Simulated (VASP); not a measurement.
An input for Ansatz (written as the equivalent of a VASP run, and not itself run):

Ansatz 0.2 input:
```yaml
crystal:
  lattice:
    - [0.0000000, 3.6237319, 3.6237319]
    - [3.6237319, 0.0000000, 3.6237319]
    - [3.6237319, 3.6237319, 0.0000000]
  atoms:
    - { symbol: Na, position: [0.2500000, 0.2500000, 0.2500000] }
    - { symbol: Na, position: [0.7500000, 0.7500000, 0.7500000] }
    - { symbol: Te, position: [0.0000000, 1.0000000, 1.0000000] }
kpoints:
  mp_grid: { grid: [6, 6, 6] }
hamiltonian:
  xc: pbesol
  pseudopotentials: { kind: paw }
scf:
  occupations: { method: tetrahedron }
  max_iter: 100
output: { forces: true, stress: true, eigenvalues: true }
```

Task: Write the VASP files for the same calculation (PBEsol).

Result: This is not unique; one that fits is 
### INCAR
```
SYSTEM = Na2Te
PREC = Accurate; ENCUT = 400; LREAL = F
LASPH = T
EDIFF = 1E-7; NELM = 100; ALGO = Normal
LMAXMIX = 4
ISMEAR = -5
GGA = PS
ISIF = 2
LWAVE = F; LCHARG = T; LORBIT = 11
NEDOS = 601
```

File KPOINTS:
```
kpoints
0
gamma
  6 6 6
```

POSCAR:
```
Na2Te
5.1247310
  0.0000000000   0.7071067518   0.7071067518
  0.7071067518   0.0000000000   0.7071067518
  0.7071067518   0.7071067518   0.0000000000
Na Te
2 1
Direct
  0.2500000000   0.2500000000   0.2500000000
  0.7500000000   0.7500000000   0.7500000000
  0.0000000000   1.0000000000   1.0000000000
```

POTCAR, in this order: Na_pv Te (PBE.64 set). Program: vasp_std.

What does not carry over: each code has its own PAW files, so the cut-off isn't converted (ENCUT is set for VASP's; basis.ecutwfc is left out, and Ansatz then takes the one that its files recommend); Ansatz stops its SCF on the density residual and VASP on the energy change (EDIFF).

The structure comes from a computed database's Na2Te entry (Fm-3m); how it stands against other phases isn't given here. It was relaxed first.
